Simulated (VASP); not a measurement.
Re3P:

```
Re P
1.0
     3.85283    0.00000    0.00000
     0.00000    3.85283    0.00000
     0.00000    0.00000    3.85283
Re P
3 1
Direct
  0.50000 0.50000 0.00000
  0.50000 0.00000 0.50000
  0.00000 0.50000 0.50000
  0.00000 0.00000 0.00000
```

The cell was built by a generator and needn't be a form met in nature.

* Program: VASP 6.6.1
* Task: single point
* Functional: PBE
* Potentials or basis: VASP PAW PBE potentials, release 64 (Re, P)
* Cutoff: 520 eV
* k mesh: 7 × 7 × 7
* Occupations: fermi-dirac, width 0.05 eV
* Spin: no spin polarisation

On this cell: pressure 0.6 GPa; largest force zero by symmetry; band gap on the k mesh none (metal or under the smearing width).

The same run follows on a disturbed copy (atoms moved at random, drawn with an rms of 0.05 Å):

```
Re P
1.0
     3.85283    0.00000    0.00000
     0.00000    3.85283    0.00000
     0.00000    0.00000    3.85283
Re P
3 1
Direct
  0.49582 0.49211 0.00187
  0.50143 0.99714 0.50385
  0.99488 0.50237 0.49975
  0.98611 0.00505 0.99298
```

What does the disturbed cell give?

The energy (extrapolated to zero smearing) moves by -0.7 meV/atom; pressure 0.9 GPa; largest force 0.457 eV/Å; band gap on the k mesh none (metal or under the smearing width).

Forces on the atoms (eV/Å):
```
Re  -0.309 -0.204  0.139
Re  -0.005 -0.123  0.019
Re   0.193  0.362 -0.201
P    0.120 -0.035  0.042
```

Stress tensor (GPa, compression positive):
```
 0.87 -0.10  0.00
-0.10  0.86  0.07
 0.00  0.07  0.91
```
